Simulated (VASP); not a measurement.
Here is the system:

```
TaC
1.0
    2.77213     0.00000     0.00000
    0.00000     2.77213     0.00000
    0.00000     0.00000     2.77213
Ta C
1 1
Direct
  0.00000   0.00000   0.00000
  0.50000   0.50000   0.50000
```

Calculation: PBEsol GGA, VASP's PBE PAW potentials (set 64) (plane waves; VASP 6.6.1). Numerical set-up: 520 eV cut-off, 15×15×15 Γ-centred mesh, tetrahedra with Blöchl corrections, potentials Ta_pv C.

Unless said otherwise, spin-orbit coupling is left out, though it shifts the bands of the heavy elements here.

### Question
Tabulate the total density of states (states/eV per cell) against energy (eV; zero at the valence-band maximum or, without a gap, the Fermi level).

### Answer

```
E (eV) | DOS (states/eV)
    -9.98 | ##### 0.48
    -9.62 | ## 0.20
    -9.26 | # 0.11
    -8.90 | # 0.06
    -8.66 |  0.04
    -8.30 |  0.02
    -7.94 |  0.01
    -7.58 | # 0.06
    -7.22 | # 0.11
    -6.86 | ## 0.16
    -6.50 | #### 0.35
    -6.14 | ###### 0.53
    -5.90 | ####### 0.67
    -5.54 | ########### 0.98
    -5.18 | ################# 1.52
    -4.82 | ########### 1.05
    -4.46 | ######### 0.81
    -4.10 | ######## 0.72
    -3.74 | ######## 0.77
    -3.38 | ########## 0.92
    -3.14 | ################# 1.59
    -2.78 | ########### 1.02
    -2.42 | ###### 0.52
    -2.06 | #### 0.35
    -1.70 | ######## 0.69
    -1.34 | ############## 1.31
    -0.98 | ############################## 2.76
    -0.62 | ################## 1.62
    -0.38 | ############# 1.21
    -0.02 | ########## 0.92
     0.34 | ########## 0.92
     0.70 | #### 0.39
     1.06 | ### 0.32
     1.42 | #### 0.40
     1.78 | #### 0.35
     2.14 | ###### 0.51
     2.38 | ########## 0.96
     2.74 | ################## 1.64
     3.10 | ########## 0.95
     3.46 | ######### 0.83
```
Within 2 eV below the Fermi level the largest weight inside VASP's projection spheres is Ta d, then C p.

The structure was generated: TaC was put into the CsCl type (Pm-3m), which need not be its known phase. It was relaxed first, which changed the volume by -13 %. The electron count is odd and the run is not spin-polarised, which forces a metal.
